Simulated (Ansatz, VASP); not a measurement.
## AlNi (NiAl strained to the junction's net): VASP beside Ansatz

Wanted: the spread between two codes on one cell, functional and k mesh. The cell is generated by rule, not measured, and may not be a known phase. The structure shown is the end of the Ansatz relaxation below.

Main program and level: Ansatz 0.2.0; plane waves, with VASP 6.6.1 beside it; single point at PBE.

### 1. The structure

Symmetry: P4/mmm, No. 123, tetragonal system. The conventional cell has a = 2.854 Å, b = 2.854 Å, c = 2.951 Å, α = 90.00°, β = 90.00°, γ = 90.00°. Nearest to Ni lie 8 Al at 2.50 Å. Nearest to Al lie 8 Ni at 2.50 Å. Farther neighbours are not listed.

### 2. Ansatz: relaxation, PBE

Ansatz runs on its default PAW (the set named soft_2) files.

This run makes the geometry at which the two programs are then compared.

input.yaml reads:

```yaml
crystal:
  lattice:
    - [2.854, 0.0, 0.0]
    - [0.0, 2.854, 0.0]
    - [0.0, 0.0, 2.9152]
  atoms:
    - { symbol: Ni, position: [0.0, 0.0, 0.0] }
    - { symbol: Al, position: [0.5, 0.5, 0.5] }
kpoints:
  mp_grid: { grid: [12, 12, 11] }
scf:
  occupations: { method: fermi_dirac, width: 0.1 }
  max_iter: 150
hamiltonian:
  xc: pbe
relax:
  f_tol: 0.01
  max_steps: 40
  cell: { fix: [a, b, angles] }
```

On the command line:

```bash
> ansatz run input.yaml --threads 4 --pin off --max-ram 10240MiB --backend cpu --events-out ev --progress --plain --runs-dir out
```

Numbers of over 12 decimals in the logs are rounded to 6 here.

Output:

```text
Engine: ansatz 0.2.0, aarch64-unknown-linux-gnu
Pseudopotentials: kind: paw
Pseudopotential: Ni, paw, valence charge 18, recommended cutoff 420 eV (normal), Ni.paw.azcp
Pseudopotential: Al, paw, valence charge 3, recommended cutoff 420 eV (normal), Al.paw.azcp
Functional definition: PBE
  parameter kappa = 0.804
  parameter beta = 0.066725
  exchange = pbe_x(kappa = kappa, mu = beta*pi^2/3)
  correlation = pbe_c(beta = beta)
Crystal: 2 atoms, lattice volume = 23.745 Å³
Basis set: ecut = 420 eV, 461 PW (Γ), exchange–correlation on 40×40×40 points (8 copies of the dense FFT grid, shifted against one another)
Bands: 15, of which v1, the nominal top of the filled ones, is band 11 counted from 1 (10 counted from 0)
Symmetry: 16 space group operations
Space group: P4/mmm (ITA 123), of the structure as read, at distance tolerance 2.9e-5 Å
k-points: 168 of 1584
Non-local potential: Ni, projectors of the file, l = 0: 3, l = 1: 2, l = 2: 3, l = 3: 1
Non-local potential: Al, projectors of the file, l = 0: 2, l = 1: 2, l = 2: 1
PAW form: soft (Blöchl's): semilocal exchange-correlation on the pseudo side does not see the compensation charge
PAW one-centre angular grid: Ni, 590 points (default); XC on 64 Gauss nodes
PAW one-centre angular grid: Al, 110 points (default); XC on 64 Gauss nodes
Initial density: superposition of atomic densities (neutral atoms: chi_scale 0, normalization atom), corrected by the library's trained network
Initial wavefunctions: pseudopotential atomic-orbital guess
Functional: x = pbe(κ = 0.804, μ = 0.219515), c = pbe(β = 0.066725)
SCF iter   1: F=—  HF=-6378.538673 eV  |F-HF|=—  |Δ(HF+E_count)|=         —  Δρ=2.84e-3  dr2=1.09e-3  ethr=1.77e-3  ⟨swp⟩=4.7  Hψ=11451  notcnv=0
preconditioner: auto → none  [metal: Δε(μ)=0.041 eV  Ē_g=9.694 eV  σ=0.100 eV  W_gap=0.10  n_scr=6 (ndim 8)  ℏωp=27.5 eV  f_vac=0.000  D(μ)=0.77/eV (n_scr^D=6)  sad-step TF]
SCF iter   2: F=—  HF=-6378.538655 eV  |F-HF|=—  |Δ(HF+E_count)|=   1.75e-5  Δρ=1.57e-3  dr2=4.04e-4  ethr=5.18e-6  ⟨swp⟩=2.3  Hψ=4946  notcnv=0
SCF iter   3: F=—  HF=-6378.538634 eV  |F-HF|=—  |Δ(HF+E_count)|=   2.09e-5  Δρ=1.48e-4  dr2=3.82e-6  ethr=1.92e-6  ⟨swp⟩=1.0  Hψ=2517  notcnv=0
SCF iter   4: F=—  HF=-6378.538708 eV  |F-HF|=—  |Δ(HF+E_count)|=   7.35e-5  Δρ=5.18e-5  dr2=2.64e-7  ethr=1.82e-8  ⟨swp⟩=2.3  Hψ=3733  notcnv=0
iter 5 did not close the SCF: its close was put off for the readings that it lacked (scf_convergence_deferred on its scf_iter line)
SCF iter   5: F=-6378.538708 eV  HF=-6378.538708 eV  |F-HF|=4.26e-9  |Δ(HF+E_count)|=   1.05e-8  Δρ=9.25e-6  dr2=4.56e-9  ethr=1.26e-9  ⟨swp⟩=2.5  Hψ=4014  notcnv=0
SCF iter   6: F=-6378.538708 eV  HF=-6378.538708 eV  |F-HF|=1.55e-10  |Δ(HF+E_count)|=  3.31e-10  Δρ=1.91e-6  dr2=2.25e-10  ethr=2.17e-11  ⟨swp⟩=2.0  Hψ=7953  notcnv=0
SCF 1 converged in 6 iterations: F = -6378.538708 eV  dr2 = 2.25e-10
  greatest PAW one-centre occupation: 1.001 electrons in one spin orbital (limit 2), on the Ni atom at site 0 (counted from 0), in its partial waves of l = 1
relax step   1: F+E_penalty+E_count = -6378.53870793 eV  Δ(F+E_penalty+E_count) = +0.000e0 eV  max|allowed force component| = 1.381e-30 eV/Å  Δτ_max = 0.0000 Å  P = +3.325 GPa  Ω = 23.745 Å³  fix = [a, b, alpha, beta, gamma]  reactions: a +3.679, b +3.679 GPa  (6 SCF iters, dr2 threshold 1.00e-7 eV, accepted)
[...]
relax step   2: F+E_penalty+E_count = -6378.54043750 eV  Δ(F+E_penalty+E_count) = -1.730e-3 eV  max|allowed force component| = 1.479e-31 eV/Å  Δτ_max = 0.0000 Å  P = +2.263 GPa  Ω = 23.894 Å³  energy of the carried Pulay correction = -5.814e-5 eV  fix = [a, b, alpha, beta, gamma]  reactions: a +2.767, b +2.767 GPa  (6 SCF iters, dr2 threshold 2.00e-7 eV, accepted)
[...]
relax step   3: F+E_penalty+E_count = -6378.54093791 eV  Δ(F+E_penalty+E_count) = -5.004e-4 eV  max|allowed force component| = 1.233e-32 eV/Å  Δτ_max = 0.0000 Å  P = +1.319 GPa  Ω = 24.030 Å³  energy of the carried Pulay correction = -1.113e-4 eV  fix = [a, b, alpha, beta, gamma]  reactions: a +1.952, b +1.952 GPa  (6 SCF iters, dr2 threshold 2.00e-7 eV, accepted)
[...]
relax step   4: F+E_penalty+E_count = -6378.54093659 eV  Δ(F+E_penalty+E_count) = +1.322e-6 eV  max|allowed force component| = 4.314e-32 eV/Å  Δτ_max = 0.0000 Å  P = +1.278 GPa  Ω = 24.036 Å³  energy of the carried Pulay correction = -1.137e-4 eV  fix = [a, b, alpha, beta, gamma]  reactions: a +1.916, b +1.916 GPa  (6 SCF iters, dr2 threshold 7.12e-9 eV, accepted)
[...]
relax step   5: F+E_penalty+E_count = -6378.54105068 eV  Δ(F+E_penalty+E_count) = -1.141e-4 eV  max|allowed force component| = 4.314e-32 eV/Å  Δτ_max = 0.0000 Å  P = +1.282 GPa  Ω = 24.036 Å³  fix = [a, b, alpha, beta, gamma]  reactions: a +1.918, b +1.918 GPa  stress off target by 9.29e-3 GPa on what of the cell is left free  SCF on the basis re-selected at this cell (its energy is not comparable with the rows above)  (6 SCF iters)
basis re-selected at this cell: Δ(F+E_penalty+E_count) = -1.141e-4 eV, ΔP = +0.004 GPa vs the last step (what re-selecting the basis moved, of the pressure what is left beyond the Pulay correction that the steps carried, after the strain that the cell walked since its last selection, with what the two solves' SCF thresholds leave and, on support functions, any second-order correction that the steps lacked; it is no m [...]
SCF converged after 6 iterations
Free energy (F): -6378.541051 eV
Harris-Foulkes:  -6378.541051 eV  (|F-HF|=1.82e-12)
Internal energy: -6378.514866 eV  (E = F + TS)
E sigma→0 (E₀):  -6378.527958 eV
Entropy (-TS):   -0.026185 eV (-13.093 meV/atom)
Fermi energy:    13.912990 eV
--- Per-component energies (eV) ---
  E_band       = -337.850550
  E_kinetic    = 310.831258
  E_local      = -4454.970217  (includes V_loc(G=0)·N_el)
  E_nonlocal   = 647.675408
  E_hartree    = 1917.039615
  E_xc         = -126.203462
  E_vxc        = -140.530368  (∫ρ·V_xc dr)
  E_paw        = -2100.310366  (= ΣΔE_a)
  E_vpaw       = -534.936371  (= ΣTr[D̂ρ^β])
  E_aug_tail   = 0.000463  (compensation charges beyond the density's cutoff)
  E_ewald      = -2572.577565
  E_smearing   = -0.026185  (= −TS)
  E_closure    = -0.000000  (closes the sum)
  Σ components = -6378.541051   (vs F -6378.541051, Δ=0.00e0)
--- Forces (eV/Å), atoms counted from 1 ---
  atom   1  Ni     0.00000000     0.00000000     0.00000000
  atom   2  Al     0.00000000    -0.00000000     0.00000000
  max |Σ_I F_I| component: 7.40e-32 eV/Å
--- Stress (GPa, compression-positive) ---
        1.917742      -0.000000      -0.000000
       -0.000000       1.917742      -0.000000
       -0.000000      -0.000000       0.009286
  P = ⅓ Tr σ = 1.2816 GPa (12.816 kbar)
--- Relaxed structure (4 steps of the walk, 4 accepted, 1 SCFs on fresh bases) ---
  F+E_penalty+E_count = -6378.54105068 eV   max|allowed force component| = 4.314e-32 eV/Å   (the final SCF, on the basis selected at the relaxed cell)
  cell:  # Å, volume = 24.0361 Å³
    - [2.854, 0, 0]
    - [0, 2.854, 0]
    - [0, 0, 2.950915]
  atoms:
    - { symbol: Ni, position: [0, 0, 0] }
    - { symbol: Al, position: [0.5, 0.5, 0.500000] }
```

### 3. VASP: single point, PBE

The same cell, functional, mesh and smearing now go to VASP, with its own data sets.

Lines of VASP's logs that name or quote its potential files are left out, and so is its time.

INCAR reads:

```
SYSTEM = AlNi
PREC = Accurate
ENCUT = 600
EDIFF = 1E-06
NELM = 120
ISMEAR = -1
SIGMA = 0.1
LREAL = .FALSE.
ALGO = Normal
GGA = PE
NBANDS = 12
LASPH = .TRUE.
LORBIT = 11
LWAVE = .FALSE.
LCHARG = .FALSE.
ISIF = 2
GGA_COMPAT = .FALSE.
```

POSCAR reads:

```
AlNi
1.0
    2.8540000000      0.0000000000      0.0000000000
    0.0000000000      2.8540000000      0.0000000000
    0.0000000000      0.0000000000      2.9509149505
Ni Al
1 1
Direct
    0.0000000000      0.0000000000      0.0000000000
    0.5000000000      0.5000000000      0.5000000000
```

KPOINTS reads:

```
Automatic mesh
0
Gamma
12 12 11
0 0 0
```

PAW data sets: Ni and Al (PBE family, release 64).

On the command line:

```bash
> mpirun -np 1 vasp_std
```

Output:

```text
[banner, memory and clock lines left out]
running    1 mpi-ranks, on    1 nodes
 distrk:  each k-point on    1 cores,    1 groups
 distr:  one band on    1 cores,    1 groups

 POSCAR found type information on POSCAR NiAl
 POSCAR found :  2 types and       2 ions
 LDA part: xc-table for (Slater+PW92), standard interpolation
 POSCAR, INCAR and KPOINTS ok, starting setup
 FFT: planning ... GRIDC
 FFT: planning ... GRID_SOFT
 FFT: planning ... GRID
 WAVECAR not read
 entering main loop
       N       E                     dE             d eps       ncg     rms          rms(c)
DAV:   1     0.457287857043E+02    0.45729E+02   -0.61283E+03  4084   0.127E+03
DAV:   2    -0.101809979768E+02   -0.55910E+02   -0.51680E+02  4148   0.209E+02
DAV:   3    -0.119658289279E+02   -0.17848E+01   -0.17655E+01  4916   0.435E+01
DAV:   4    -0.119917526255E+02   -0.25924E-01   -0.25914E-01  4536   0.468E+00
DAV:   5    -0.119925605529E+02   -0.80793E-03   -0.80789E-03  4916   0.916E-01    0.120E+01
DAV:   6    -0.139394371286E+02   -0.19469E+01   -0.49610E+01  4496   0.111E+02    0.159E+01
DAV:   7    -0.105739925693E+02    0.33654E+01   -0.14752E+01  4548   0.665E+01    0.106E+00
DAV:   8    -0.105625161106E+02    0.11476E-01   -0.35369E-01  4888   0.692E+00    0.984E-01
DAV:   9    -0.105491485651E+02    0.13368E-01   -0.47260E-02  4900   0.316E+00    0.185E-01
DAV:  10    -0.105487866249E+02    0.36194E-03   -0.14125E-03  5068   0.539E-01    0.743E-02
DAV:  11    -0.105487853497E+02    0.12752E-05   -0.43002E-05  4864   0.615E-02    0.198E-02
DAV:  12    -0.105487839821E+02    0.13675E-05   -0.24093E-06  3544   0.249E-02    0.395E-03
DAV:  13    -0.105487834885E+02    0.49362E-06   -0.25262E-07  2328   0.487E-03
   1 F= -.10548783E+02 E0= -.10535811E+02  d E =-.259449E-01
```

From OUTCAR (step 3):

```text
ion  position               nearest neighbor table
   1  0.000  0.000  0.000-   2 2.50   2 2.50   2 2.50   2 2.50   2 2.50   2 2.50   2 2.50   2 2.50

  LATTYP: Found a simple tetragonal cell.
 ALAT       =     2.8540000000
 C/A-ratio  =     1.0339575860

 Subroutine GETGRP returns: Found 16 space group operations
 (whereof 16 operations were pure point group operations)

The static configuration has the point symmetry D_4h.

 Found    168 irreducible k-points:

   k-points           NKPTS =    168   k-points in BZ     NKDIM =    168   number of bands    NBANDS=     12

   dimension x,y,z NGX =    24 NGY =   24 NGZ =   24
   dimension x,y,z NGXF=    48 NGYF=   48 NGZF=   48

   ENCUT  =  600.0 eV  44.10 Ry    6.64 a.u.   5.70  5.70  5.89*2*pi/ulx,y,z

   NELECT =      13.0000    total number of electrons

 k-points in reciprocal lattice and weights: Automatic mesh
   0.00000000  0.00000000  0.00000000       0.001
   0.08333333  0.00000000  0.00000000       0.003
   0.16666667  0.00000000  0.00000000       0.003
   0.25000000  0.00000000  0.00000000       0.003
   0.33333333  0.00000000  0.00000000       0.003
   0.41666667  0.00000000  0.00000000       0.003
   0.50000000  0.00000000  0.00000000       0.001
   0.08333333  0.08333333  0.00000000       0.003
   0.16666667  0.08333333  0.00000000       0.005
[...]
0.50000000  0.41666667  0.45454545       0.005
   0.50000000  0.50000000  0.45454545       0.001

 average (electrostatic) potential at core
       1 -81.5630       2 -70.1671

 E-fermi :   9.9716

 k-point     1 :       0.0000    0.0000    0.0000
  band No.  band energies     occupation
    ...
      2       6.7364      2.00000
      3       6.7645      2.00000
      4       8.3972      2.00000
      5       8.3972      2.00000
      6       8.4812      2.00000
      7      14.6615      0.00000
      8      15.8365      0.00000
      9      15.8365      0.00000
     10      17.8782      0.00000
     11      18.1984      0.00000
    ...

 k-point     2 :       0.0833    0.0000    0.0000
  band No.  band energies     occupation
    ...
      2       6.7487      2.00000
      3       6.7789      2.00000
      4       8.3328      2.00000
      5       8.4036      2.00000
      6       8.4272      2.00000
      7      14.5133      0.00000
      8      14.8400      0.00000
      9      16.0042      0.00000
     10      17.9441      0.00000
     11      19.2645      0.00000
    ...

 k-point     3 :       0.1667    0.0000    0.0000
  band No.  band energies     occupation
    ...
      2       6.6935      2.00000
      3       6.8620      2.00000
      4       8.1673      2.00000
      5       8.2864      2.00000
      6       8.4210      2.00000
      7      12.5848      0.00000
      8      15.3494      0.00000
      9      16.4878      0.00000
     10      17.9868      0.00000
     11      20.5573      0.00000
    ...

  Total        0.2889763      0.2889763     -0.0066838      0.0000000     -0.0000000      0.0000000
  in kB       19.2623038     19.2623038     -0.4455205      0.0000000     -0.0000000      0.0000000
  external PRESSURE =      12.6930290 kB  Pullay stress =       0.0000000 kB

  energy-cutoff  :      600.00
  volume of cell :       24.04
      direct lattice vectors                 reciprocal lattice vectors
     2.854000000  0.000000000  0.000000000     0.350385424  0.000000000  0.000000000
     0.000000000  2.854000000  0.000000000     0.000000000  0.350385424  0.000000000
     0.000000000  0.000000000  2.950914951     0.000000000  0.000000000  0.338877947

 POSITION                                       TOTAL-FORCE (eV/Angst)
 -----------------------------------------------------------------------------------
      0.00000      0.00000      0.00000         0.000000      0.000000      0.000000
      1.42700      1.42700      1.47546         0.000000      0.000000      0.000000
 -----------------------------------------------------------------------------------
    total drift:                                0.000000      0.000000      0.000000

  FREE ENERGIE OF THE ION-ELECTRON SYSTEM (eV)
  ---------------------------------------------------
  free  energy   TOTEN  =       -10.5487834885 eV

  energy  without entropy=      -10.5228385415  energy(sigma->0) =      -10.53581102

 total charge
# of ion       s       p       d       tot
------------------------------------------
    1        0.473   0.512   8.471   9.455
    2        0.384   0.412   0.000   0.796
--------------------------------------------------
tot          0.856   0.924   8.471  10.251

[... 3 further parts left out ...]
```

This run has no spin polarisation, so a moment on Ni, if there is one, isn't seen. Its electron count is odd, so without a moment it is a metal by construction.

### 4. Side by side

Known differences besides the potentials themselves: the data sets hold 21 valence electrons in Ansatz (on its default PAW (the set named soft_2) files) and 13 in VASP; the cutoff is 420 eV in Ansatz and 600 eV in VASP; Ansatz's pressure holds a Pulay correction, VASP's none. Total energies have different zeros and are not compared.

Both answers:

| quantity | Ansatz | VASP | difference |
| --- | --- | --- | --- |
| pressure (GPa) | 1.28 | 1.27 | +0.01 |

### 5. Results

| Quantity | Value |
| --- | --- |
| difference in pressure (single point, PBE) | 0.012 GPa |

**Reading.** The difference in pressure is 0.012 GPa (single point, PBE), within the 1 GPa picked in this series as the mark of a large difference. The data sets hold unlike numbers of valence electrons (21 in Ansatz and 13 in VASP), so part of the differences comes from the potentials. Such differences can come from data sets, numerical settings and the points named under the comparisons, not from the functional's error against experiment.

[Lines on the potential files, build, host, timing and source positions are cut from VASP's logs without a mark.]

[Logs are printed without paths, hosts, clocks, repeated set-up lines and the standing remarks that a program may print on its own settings, such as how far it seeks lower states.]

[Hosts, paths, dates, database ids (printed as entryN), source tags and the programs' standing remarks are cut or masked in the printed files.]
